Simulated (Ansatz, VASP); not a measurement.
# W (W(100)): VASP beside Ansatz, part 2 of 2

One calculation is typed for both programs; each brings its own data sets. How far apart do they land? Of the first pair: The structure shown is the start of the Ansatz relaxation below; VASP solves that cell, so the two are compared at the walk's first step.

VASP 6.6.1 and Ansatz 0.2.0.

So far: Starting point; Ansatz: relaxation, PBE.

### Step 3. VASP: single point, PBE, start cell, pair 1

Level of this step: PBE; plane waves and PAW (W) (VASP).

The same cell, functional, mesh and smearing now go to VASP, with its own data sets.

Lines of VASP's logs that name or quote its potential files are left out, and so is its time.

Input file INCAR:

```
SYSTEM = W
PREC = Accurate
ENCUT = 520
EDIFF = 1E-06
NELM = 120
ISMEAR = -1
SIGMA = 0.1
LREAL = .FALSE.
ALGO = Normal
GGA = PE
NBANDS = 32
LASPH = .TRUE.
LORBIT = 11
LWAVE = .FALSE.
LCHARG = .FALSE.
ISIF = 2
LDIPOL = .TRUE.
IDIPOL = 3
DIPOL = 0.5 0.5 0.5
LVHAR = .TRUE.
GGA_COMPAT = .FALSE.
NELMDL = -8
KPAR = 2
```

Input file POSCAR:

```
W
1.0
    3.1600000000      0.0000000000      0.0000000000
    0.0000000000      3.1600000000      0.0000000000
    0.0000000000      0.0000000000     29.0600000000
W
8
Direct
    0.5000000000      0.5000000000      0.3097040606
    1.0000000000      1.0000000000      0.3640743290
    0.5000000000      0.5000000000      0.4184445974
    1.0000000000      1.0000000000      0.4728148658
    0.5000000000      0.5000000000      0.5271851342
    1.0000000000      1.0000000000      0.5815554026
    0.5000000000      0.5000000000      0.6359256710
    1.0000000000      1.0000000000      0.6902959394
```

Input file KPOINTS:

```
Automatic mesh
0
Gamma
10 10 1
0 0 0
```

Potentials, in the order of the species: W (PBE family, release 64).

Launch:

```console
$ mpirun -np 2 vasp_std
```

Numbers of over 12 decimals in the logs are rounded to 6 here.

The log of the run:

```text
[banner, memory and clock lines left out]
running    2 mpi-ranks, on    1 nodes
 distrk:  each k-point on    1 cores,    2 groups
 distr:  one band on    1 cores,    1 groups

 POSCAR found type information on POSCAR W
 POSCAR found :  1 types and       8 ions
 LDA part: xc-table for (Slater+PW92), standard interpolation
 POSCAR, INCAR and KPOINTS ok, starting setup
 FFT: planning ... GRIDC
 FFT: planning ... GRID_SOFT
 FFT: planning ... GRID
 WAVECAR not read
 entering main loop
       N       E                     dE             d eps       ncg     rms          rms(c)
DAV:   1     0.237173755006E+03    0.23717E+03   -0.18501E+04  1344   0.122E+03
DAV:   2    -0.761905138780E+02   -0.31336E+03   -0.29372E+03  1864   0.275E+02
DAV:   3    -0.104216309396E+03   -0.28026E+02   -0.26753E+02  1720   0.760E+01
DAV:   4    -0.106376066393E+03   -0.21598E+01   -0.20975E+01  2232   0.178E+01
DAV:   5    -0.106458158682E+03   -0.82092E-01   -0.79430E-01  2088   0.319E+00
DAV:   6    -0.106463345165E+03   -0.51865E-02   -0.51361E-02  2320   0.589E-01
DAV:   7    -0.106463745686E+03   -0.40052E-03   -0.39912E-03  2112   0.113E-01
DAV:   8    -0.106463783785E+03   -0.38099E-04   -0.38070E-04  2232   0.237E-02    0.536E+01
DAV:   9    -0.118200134898E+03   -0.11736E+02   -0.11749E+02  2184   0.373E+01    0.314E+01
DAV:  10    -0.181160121005E+03   -0.62960E+02   -0.11218E+03  2464   0.123E+02    0.314E+01
DAV:  11    -0.113868499937E+03    0.67292E+02   -0.34234E+02  2232   0.792E+01    0.239E+01
DAV:  12    -0.102462113039E+03    0.11406E+02   -0.65670E+01  2232   0.380E+01    0.124E+01
DAV:  13    -0.999350722236E+02    0.25270E+01   -0.16841E+01  2280   0.133E+01    0.687E+00
DAV:  14    -0.997918429179E+02    0.14323E+00   -0.12356E+00  2136   0.403E+00    0.598E+00
[...]
DAV:  25    -0.989215923099E+02   -0.12220E-04   -0.59991E-05  1736   0.245E-02    0.410E-02
DAV:  26    -0.989216217862E+02   -0.29476E-04   -0.57604E-05  2008   0.237E-02    0.116E-02
DAV:  27    -0.989216539435E+02   -0.32157E-04   -0.28683E-05  1776   0.170E-02    0.134E-02
DAV:  28    -0.989216593582E+02   -0.54147E-05   -0.12219E-05  2072   0.115E-02    0.660E-03
DAV:  29    -0.989216620827E+02   -0.27245E-05   -0.20649E-06  1384   0.675E-03    0.481E-03
DAV:  30    -0.989216653237E+02   -0.32410E-05   -0.20230E-06  1344   0.562E-03    0.232E-03
DAV:  31    -0.989216673204E+02   -0.19967E-05   -0.44348E-07  1192   0.263E-03    0.178E-03
DAV:  32    -0.989216681716E+02   -0.85117E-06   -0.17124E-07  1144   0.186E-03
   1 F= -.98921668E+02 E0= -.98799087E+02  d E =-.245162E+00
```

OUTCAR, selected parts (step 3):

```text
ion  position               nearest neighbor table
   1  0.500  0.500  0.310-   2 2.74   2 2.74   2 2.74   2 2.74   3 3.16
   2  0.000  0.000  0.364-   1 2.74   3 2.74   1 2.74   3 2.74   1 2.74   3 2.74   1 2.74   3 2.74
                             4 3.16
   3  0.500  0.500  0.418-   2 2.74   4 2.74   2 2.74   4 2.74   2 2.74   4 2.74   2 2.74   4 2.74
                             1 3.16   5 3.16
   4  0.000  0.000  0.473-   3 2.74   3 2.74   3 2.74   3 2.74   5 2.74   5 2.74   5 2.74   5 2.74
                             2 3.16   6 3.16
   5  0.500  0.500  0.527-   6 2.74   6 2.74   6 2.74   6 2.74   4 2.74   4 2.74   4 2.74   4 2.74
                             7 3.16   3 3.16
   6  0.000  0.000  0.582-   5 2.74   7 2.74   5 2.74   7 2.74   5 2.74   7 2.74   5 2.74   7 2.74
                             8 3.16   4 3.16
   7  0.500  0.500  0.636-   6 2.74   8 2.74   6 2.74   8 2.74   6 2.74   8 2.74   6 2.74   8 2.74
                             5 3.16
   8  0.000  0.000  0.690-   7 2.74   7 2.74   7 2.74   7 2.74   6 3.16

  LATTYP: Found a simple tetragonal cell.
 ALAT       =     3.1600000000
 C/A-ratio  =     9.1962025316

 Subroutine GETGRP returns: Found 16 space group operations
 (whereof  8 operations were pure point group operations)

The static configuration has the point symmetry C_4v.
 The point group associated with its full space group is D_4h.

 Found     21 irreducible k-points:

   k-points           NKPTS =     21   k-points in BZ     NKDIM =     21   number of bands    NBANDS=     32

   dimension x,y,z NGX =    24 NGY =   24 NGZ =  216
   dimension x,y,z NGXF=    48 NGYF=   48 NGZF=  432

   ENCUT  =  520.0 eV  38.22 Ry    6.18 a.u.   5.88  5.88 54.03*2*pi/ulx,y,z

   NELECT =      48.0000    total number of electrons

 k-points in reciprocal lattice and weights: Automatic mesh
   0.00000000  0.00000000  0.00000000       0.010
   0.10000000  0.00000000  0.00000000       0.040
   0.20000000  0.00000000  0.00000000       0.040
   0.30000000  0.00000000  0.00000000       0.040
   0.40000000  0.00000000  0.00000000       0.040
   0.50000000  0.00000000  0.00000000       0.020
   0.10000000  0.10000000  0.00000000       0.040
   0.20000000  0.10000000  0.00000000       0.080
   0.30000000  0.10000000  0.00000000       0.080
[...]
0.50000000  0.40000000  0.00000000       0.040
   0.50000000  0.50000000  0.00000000       0.010

 dipolmoment           0.000000      0.000000     -0.000000 electrons x Angstroem

 average (electrostatic) potential at core
       1 -44.5473       2 -44.4930       3 -44.6062       4 -44.5629       5 -44.5629
       6 -44.6062       7 -44.4930       8 -44.5473

 E-fermi :   1.0652

 k-point     1 :       0.0000    0.0000    0.0000
  band No.  band energies     occupation
    ...
     22       0.6887      1.95471
     23       0.7070      1.94587
     24       0.7070      1.94587
     25       0.7778      1.89309
     26       0.7839      1.88676
     27       1.3460      0.11374
     28       1.4597      0.03796
     29       1.4597      0.03796
     30       2.0226      0.00014
     31       2.2924      0.00001
    ...

 k-point     2 :       0.1000    0.0000    0.0000
  band No.  band energies     occupation
    ...
     21       0.4861      1.99391
     22       0.5497      1.98853
     23       0.6735      1.96097
     24       0.7384      1.92664
     25       1.0082      1.27741
     26       1.2879      0.19457
     27       1.3155      0.15123
     28       1.6041      0.00909
     29       1.6922      0.00378
     30       2.2652      0.00001
    ...

 k-point     3 :       0.2000    0.0000    0.0000
  band No.  band energies     occupation
    ...
     19      -0.3623      2.00000
     20       0.2592      1.99937
     21       0.2630      1.99934
     22       0.2848      1.99918
     23       0.4279      1.99659
     24       1.3127      0.15521
     25       1.3586      0.10095
     26       1.4548      0.03982
     27       1.5026      0.02489
     28       1.7656      0.00181
    ...

  Total       -6.5129382     -6.5129382     -4.0220464      0.0000000     -0.0000000      0.0000000
  in kB      -35.9598410    -35.9598410    -22.2068974      0.0000000     -0.0000000      0.0000000
  external PRESSURE =     -31.3755264 kB  Pullay stress =       0.0000000 kB

  energy-cutoff  :      520.00
  volume of cell :      290.18
      direct lattice vectors                 reciprocal lattice vectors
     3.160000000  0.000000000  0.000000000     0.316455696  0.000000000  0.000000000
     0.000000000  3.160000000  0.000000000     0.000000000  0.316455696  0.000000000
     0.000000000  0.000000000 29.060000000     0.000000000  0.000000000  0.034411562

 POSITION                                       TOTAL-FORCE (eV/Angst)
 -----------------------------------------------------------------------------------
      1.58000      1.58000      9.00000        -0.000000     -0.000000      1.582188
      0.00000      0.00000     10.58000        -0.000000     -0.000000     -1.693795
      1.58000      1.58000     12.16000         0.000000     -0.000000     -0.063545
      0.00000      0.00000     13.74000         0.000000      0.000000      0.077728
      1.58000      1.58000     15.32000         0.000000     -0.000000     -0.077728
      0.00000      0.00000     16.90000        -0.000000     -0.000000      0.063545
      1.58000      1.58000     18.48000         0.000000      0.000000      1.693795
      0.00000      0.00000     20.06000         0.000000     -0.000000     -1.582188
 -----------------------------------------------------------------------------------
    total drift:                               -0.000000     -0.000000      0.000000

  FREE ENERGIE OF THE ION-ELECTRON SYSTEM (eV)
  ---------------------------------------------------
  free  energy   TOTEN  =       -98.9216681716 eV

  energy  without entropy=      -98.6765066221  energy(sigma->0) =      -98.79908740

 vacuum level on the upper side and lower side of the slab         5.294         5.294

 total charge
# of ion       s       p       d       tot
------------------------------------------
    1        0.634   0.384   3.997   5.015
    2        0.686   0.689   4.156   5.531
    3        0.681   0.715   4.170   5.566
    4        0.680   0.727   4.172   5.579
    5        0.680   0.727   4.172   5.579
    6        0.681   0.715   4.170   5.566
    7        0.686   0.689   4.156   5.531
    8        0.634   0.384   3.997   5.015
--------------------------------------------------
tot          5.362   5.031  32.990  43.382

[... 3 further parts left out ...]
```

### Step 4. Side by side

Known differences besides the potentials themselves: the data sets hold 112 valence electrons in Ansatz (on its default PAW (the set named soft_2) files) and 48 in VASP; the cutoff is 420 eV in Ansatz and 520 eV in VASP. Total energies have different zeros and are not compared.

Forces (eV/Å; atoms numbered as in POSCAR):

| atom | Ansatz x, y, z | VASP x, y, z |
| --- | --- | --- |
| W1 | 0.000, 0.000, 1.353 | 0.000, 0.000, 1.582 |
| W2 | 0.000, 0.000, -1.674 | 0.000, 0.000, -1.694 |
| W3 | 0.000, 0.000, -0.072 | 0.000, 0.000, -0.064 |
| W4 | 0.000, 0.000, 0.076 | 0.000, 0.000, 0.078 |
| W5 | 0.000, 0.000, -0.076 | 0.000, 0.000, -0.078 |
| W6 | 0.000, 0.000, 0.072 | 0.000, 0.000, 0.064 |
| W7 | 0.000, 0.000, 1.674 | 0.000, 0.000, 1.694 |
| W8 | 0.000, 0.000, -1.353 | 0.000, 0.000, -1.582 |

The forces differ by 66 meV/Å r.m.s., which is 9.9 % of the r.m.s. force of 0.670 eV/Å (both taken over all components). Where the cell holds vacuum, a pressure given here is an average over it and none of the material.

### Step 5. What the set-up changes

Further runs change the set-up of one program: Ansatz's method, potentials or start, or VASP's data sets, cutoff or form of LDA. The table gives that difference for each run.

| run | r.m.s. force difference (meV/Å) |
| --- | --- |
| as above | 66 |
| VASP with the data sets W_sv and a cutoff of 400 eV | 10 |

### Step 6. Ansatz: relaxation, PBE

This run makes the geometry at which the two programs are then compared.

The structure compared here is the end of the Ansatz relaxation.

This is the run of step 2 again, met here at its other cell.

### Step 7. VASP: single point, PBE, relaxed atoms in a fixed cell, pair 2

The same cell, functional, mesh and smearing now go to VASP, with its own data sets.

Changes to INCAR since step 3:

```diff
@@ -18,3 +18,3 @@
 IDIPOL = 3
-DIPOL = 0.5 0.5 0.5
+DIPOL = 0.5 0.5 0.501
 LVHAR = .TRUE.
```

Input file POSCAR:

```
W
1.0
    3.1600000000      0.0000000000      0.0000000000
    0.0000000000      3.1600000000      0.0000000000
    0.0000000000      0.0000000000     29.0600000000
W
8
Direct
    0.5000000000      0.5000000000      0.3097040606
    1.0000000000      1.0000000000      0.3640743290
    0.5000000000      0.5000000000      0.4184445974
    1.0000000000      1.0000000000      0.4728148658
    0.5000000000      0.5000000000      0.5280752017
    1.0000000000      1.0000000000      0.5825388623
    0.5000000000      0.5000000000      0.6389993972
    1.0000000000      1.0000000000      0.6880500410
```

KPOINTS is that of step 3.

Launch:

```console
$ mpirun -np 2 vasp_std
```

The log of the run:

```text
[... set-up lines as in an earlier step ...]
 entering main loop
       N       E                     dE             d eps       ncg     rms          rms(c)
DAV:   1     0.238675951087E+03    0.23868E+03   -0.18509E+04  1344   0.122E+03
DAV:   2    -0.754967446247E+02   -0.31417E+03   -0.29342E+03  1840   0.275E+02
DAV:   3    -0.104222023021E+03   -0.28725E+02   -0.27436E+02  1768   0.765E+01
DAV:   4    -0.106313406717E+03   -0.20914E+01   -0.20087E+01  2256   0.176E+01
[...]
DAV:  50    -0.990717025921E+02   -0.12159E-04   -0.67977E-05  2080   0.389E-02    0.543E-02
DAV:  51    -0.990717098807E+02   -0.72886E-05   -0.47868E-05  2216   0.279E-02    0.330E-02
DAV:  52    -0.990717102464E+02   -0.36577E-06   -0.26603E-06  1400   0.847E-03
   1 F= -.99071710E+02 E0= -.98953281E+02  d E =-.236859E+00
```

OUTCAR, selected parts (step 7):

```text
  Total       -4.9906260     -4.9906260     -3.7589501      0.0000000      0.0000000      0.0000000
  in kB      -27.5547089    -27.5547089    -20.7542656      0.0000000      0.0000000      0.0000000
  external PRESSURE =     -25.2878945 kB  Pullay stress =       0.0000000 kB

 POSITION                                       TOTAL-FORCE (eV/Angst)
 -----------------------------------------------------------------------------------
      1.58000      1.58000      9.00000         0.000000     -0.000000      1.596303
      0.00000      0.00000     10.58000        -0.000000      0.000000     -1.746396
      1.58000      1.58000     12.16000         0.000000     -0.000000      0.121023
      0.00000      0.00000     13.74000         0.000000      0.000000      0.240323
      1.58000      1.58000     15.34587         0.000000      0.000000      0.023344
      0.00000      0.00000     16.92858         0.000000      0.000000     -0.051871
      1.58000      1.58000     18.56932         0.000000     -0.000000      0.114697
      0.00000      0.00000     19.99473         0.000000     -0.000000     -0.297422
 -----------------------------------------------------------------------------------
    total drift:                                0.000000     -0.000000      0.000414

  FREE ENERGIE OF THE ION-ELECTRON SYSTEM (eV)
  ---------------------------------------------------
  free  energy   TOTEN  =       -99.0717102464 eV

  energy  without entropy=      -98.8348516502  energy(sigma->0) =      -98.95328095

[... 2 parts as in an earlier step ...]

[... 1 further part left out ...]
[key lines of the parts left out:]
E-fermi :   1.0748
```

### Step 8. Differences

What differs besides the data sets and the points named for the pairs above, as far as they apply: the data sets hold 112 valence electrons in Ansatz (on its default PAW (the set named soft_2) files) and 48 in VASP. Total energies have different zeros and are not compared.

Compared:

| quantity | Ansatz | VASP | difference |
| --- | --- | --- | --- |
| work function, lower of the two faces (eV) | 4.12 | 4.16 | -0.04 |
| work function, higher of the two faces (eV) | 4.20 | 4.22 | -0.02 |

Forces (eV/Å; atoms numbered as in POSCAR):

| atom | Ansatz x, y, z | VASP x, y, z |
| --- | --- | --- |
| W1 | 0.000, 0.000, 1.368 | 0.000, 0.000, 1.596 |
| W2 | 0.000, 0.000, -1.722 | 0.000, 0.000, -1.746 |
| W3 | 0.000, 0.000, 0.108 | 0.000, 0.000, 0.121 |
| W4 | 0.000, 0.000, 0.248 | 0.000, 0.000, 0.240 |
| W5 | 0.000, 0.000, 0.005 | 0.000, 0.000, 0.023 |
| W6 | 0.000, 0.000, -0.001 | 0.000, 0.000, -0.052 |
| W7 | 0.000, 0.000, -0.005 | 0.000, 0.000, 0.115 |
| W8 | 0.000, 0.000, -0.001 | 0.000, 0.000, -0.297 |

The forces differ by 81 meV/Å r.m.s., which is 16.6 % of the r.m.s. force of 0.491 eV/Å (both taken over all components). VASP's last cycles still show a density residual of 3e-03, so its state may not be settled. Where the cell holds vacuum, a pressure given here is an average over it and none of the material.

### Step 9. Results

```
r.m.s. force difference (single point, PBE, start cell, pair 1)                    : 9.9 % of the r.m.s. force
r.m.s. force difference (single point, PBE, relaxed atoms in a fixed cell, pair 2) : 17 % of the r.m.s. force
```

In words: The r.m.s. force difference is 17 % of the r.m.s. force (single point, PBE, relaxed atoms in a fixed cell, pair 2), beyond the 3 % picked in this series as the mark of a large difference. The data sets hold unlike numbers of valence electrons (112 in Ansatz and 48 in VASP), so part of the differences may come from the potentials. Single point, PBE, start cell, pair 1, VASP with the data sets W_sv and a cutoff of 400 eV: r.m.s. force difference goes from 66 to 10 meV/Å. What causes the difference of the single point, PBE, relaxed atoms in a fixed cell, pair 2 pair stays open here. Such differences can come from data sets, numerical settings and the points named under the comparisons, not from the functional's error against experiment.

[Lines on the potential files, build, host, timing and source positions are cut from VASP's logs without a mark.]

[Logs are printed without paths, hosts, clocks, repeated set-up lines and the standing remarks that a program may print on its own settings, such as how far it seeks lower states.]

[Hosts, paths, dates, database ids (printed as entryN), source tags and the programs' standing remarks are cut or masked in the printed files.]
